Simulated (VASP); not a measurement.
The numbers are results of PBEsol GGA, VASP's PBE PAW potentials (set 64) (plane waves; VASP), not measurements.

VASP input:

### INCAR
```
ALGO = Normal
EDIFF = 1E-6
EDIFFG = -0.02
ENCUT = 500
GGA = PS
IBRION = 2
ISIF = 3
ISMEAR = 1
LASPH = .TRUE.
LCHARG = .FALSE.
LMAXMIX = 4
LREAL = .FALSE.
LWAVE = .FALSE.
NELM = 100
NSW = 40
PREC = Accurate
PSTRESS = 100
SIGMA = 0.1
SYSTEM = SnTe
```

File POSCAR:
```
SnTe
1
   -0.0000000000     3.2701588448     3.2701588448
    3.2701588448    -0.0000000000     3.2701588448
    3.2701588448     3.2701588448    -0.0000000000
Sn Te
1 1
Direct
  0.0000000000   0.0000000000   0.0000000000
  0.2500000000   0.2500000000   0.2500000000
```

**KPOINTS**
```
Automatic mesh
0
Gamma
10 10 10
0 0 0
```

POTCAR, in this order: Sn_d Te (PBE.64 set). Program: vasp_std.

Output of the run:

**OSZICAR**
```
       N       E                     dE             d eps       ncg     rms          rms(c)
DAV:   1     0.124800299988E+03    0.12480E+03   -0.95753E+03  1322   0.156E+03
DAV:   2     0.401109758583E+01   -0.12079E+03   -0.11885E+03  1388   0.356E+02
DAV:   3    -0.691706782975E+01   -0.10928E+02   -0.10843E+02  1688   0.100E+02
DAV:   4    -0.721546661263E+01   -0.29840E+00   -0.29832E+00  1522   0.184E+01
DAV:   5    -0.722703748599E+01   -0.11571E-01   -0.11571E-01  1998   0.334E+00    0.101E+01
DAV:   6    -0.717293235914E+01    0.54105E-01   -0.80364E-02  1668   0.224E+00    0.623E+00
DAV:   7    -0.716026406975E+01    0.12668E-01   -0.63032E-02  1454   0.152E+00    0.273E-01
DAV:   8    -0.715904176504E+01    0.12223E-02   -0.83279E-03  1536   0.785E-01    0.274E-01
DAV:   9    -0.715911514597E+01   -0.73381E-04   -0.62701E-04  1622   0.148E-01    0.106E-01
DAV:  10    -0.715912195215E+01   -0.68062E-05   -0.38078E-05  1716   0.454E-02    0.403E-02
DAV:  11    -0.715912477180E+01   -0.28197E-05   -0.52245E-06  1490   0.221E-02    0.284E-02
DAV:  12    -0.715912429852E+01    0.47328E-06   -0.21510E-06  1060   0.943E-03
   1 F= -.27937050E+01 E0= -.27936512E+01  d E =-.279371E+01
       N       E                     dE             d eps       ncg     rms          rms(c)
DAV:   1    -0.713259165806E+01    0.26533E-01   -0.76036E-01  1628   0.149E+01    0.119E+00
DAV:   2    -0.710430477116E+01    0.28287E-01   -0.51092E-02  1592   0.422E+00    0.474E-01
DAV:   3    -0.709774270592E+01    0.65621E-02   -0.15946E-02  1616   0.210E+00    0.104E-01
DAV:   4    -0.709739260010E+01    0.35011E-03   -0.92209E-04  1986   0.317E-01    0.139E-01
DAV:   5    -0.709729561627E+01    0.96984E-04   -0.57454E-05  1960   0.720E-02    0.338E-02
DAV:   6    -0.709729283510E+01    0.27812E-05   -0.12008E-05  1648   0.530E-02    0.698E-03
DAV:   7    -0.709729255937E+01    0.27574E-06   -0.52916E-07   676   0.537E-03
   2 F= -.27937292E+01 E0= -.27936771E+01  d E =-.241329E-04
       N       E                     dE             d eps       ncg     rms          rms(c)
DAV:   1    -0.713757903159E+01   -0.40286E-01   -0.19347E-01  1628   0.773E+00    0.591E-01
DAV:   2    -0.713059810032E+01    0.69809E-02   -0.12387E-02  1592   0.206E+00    0.237E-01
DAV:   3    -0.712893233688E+01    0.16658E-02   -0.40452E-03  1624   0.105E+00    0.508E-02
DAV:   4    -0.712883670230E+01    0.95635E-04   -0.23382E-04  1972   0.161E-01    0.707E-02
DAV:   5    -0.712880566704E+01    0.31035E-04   -0.14375E-05  1974   0.364E-02    0.172E-02
DAV:   6    -0.712880334242E+01    0.23246E-05   -0.31365E-06  1142   0.281E-02    0.307E-03
DAV:   7    -0.712880337508E+01   -0.32660E-07   -0.14603E-07   664   0.367E-03
   3 F= -.27944105E+01 E0= -.27943537E+01  d E =-.705433E-03
```

OUTCAR:
```
------------------------ aborting loop because EDIFF is reached ----------------------------------------
  FORCE on cell =-STRESS in cart. coord.  units (eV):
  Direction    XX          YY          ZZ          XY          YZ          ZX
  --------------------------------------------------------------------------------------
  Total        4.3372967      4.3372967      4.3372967     -0.0000000     -0.0000000      0.0000000
  in kB      100.0669952    100.0669952    100.0669952     -0.0000000     -0.0000000      0.0000000
  external PRESSURE =       0.0669952 kB  Pullay stress =     100.0000000 kB
  volume of cell :       69.44
      direct lattice vectors                 reciprocal lattice vectors
    -0.000000000  3.262393081  3.262393081    -0.153261728  0.153261728  0.153261728
     3.262393081 -0.000000000  3.262393081     0.153261728 -0.153261728  0.153261728
     3.262393081  3.262393081 -0.000000000     0.153261728  0.153261728 -0.153261728
 POSITION                                       TOTAL-FORCE (eV/Angst)
 -----------------------------------------------------------------------------------
      0.00000      0.00000      0.00000        -0.000000     -0.000000     -0.000000
      1.63120      1.63120      1.63120         0.000000      0.000000      0.000000
 -----------------------------------------------------------------------------------
    total drift:                               -0.000000     -0.000000     -0.000000
  FREE ENERGIE OF THE ION-ELECTRON SYSTEM (eV)
  ---------------------------------------------------
  free  energy   TOTEN  =        -7.1288033751 eV

  energy  without entropy=       -7.1286329579  energy(sigma->0) =       -7.12874657
  enthalpy is  TOTEN    =        -2.7944104823 eV   P V=        4.3343928927

 reached required accuracy - stopping structural energy minimisation
```
(Selected blocks of OUTCAR.)

### CONTCAR
```
SnTe
   1.00000000000000
    -0.0000000000000000    3.2623930814769277    3.2623930814769277
     3.2623930814769277   -0.0000000000000000    3.2623930814769277
     3.2623930814769277    3.2623930814769277   -0.0000000000000000
  Sn              Te
     1     1
Direct
     0.0000000000000000    0.0000000000000000    0.0000000000000000
     0.2500000000000000    0.2500000000000000    0.2500000000000000
```

The structure was generated: SnTe was put into the zinc blende type (F-43m), which need not be its known phase. This run relaxes it under an external pressure of 10 GPa. Symmetry was kept, so distortions that lower it aren't found.
